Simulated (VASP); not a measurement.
Energy against volume of Pt3Ti (L1_2). Level of theory: r2SCAN meta-GGA, VASP's PBE PAW potentials (set 64) (plane waves; VASP). Numerical set-up: 520 eV cut-off, 8×8×8 Γ-centred mesh, first-order Methfessel-Paxton smearing of 0.10 eV, potentials Ti_sv Pt.

| V (Å³/atom) | E (eV/atom) |
|---|---|
| 14.212 | -42.73576 |
| 14.665 | -42.77349 |
| 15.119 | -42.78501 |
| 15.572 | -42.77469 |

### Question
Fit these four points and predict the energy of the run at 16.026 Å³/atom.

### Answer
A cubic in V^(−2/3), the third-order Birch-Murnaghan form, passes through the four points with V0 = 15.12 Å³/atom and B0 = 257 GPa, and gives -42.7462 eV/atom there. The run gave -42.7461 eV/atom, +0.1 meV/atom from the fit; all five points give B0 = 257 GPa.

The compound is Pt3Ti in the L1_2 structure. It was relaxed first.
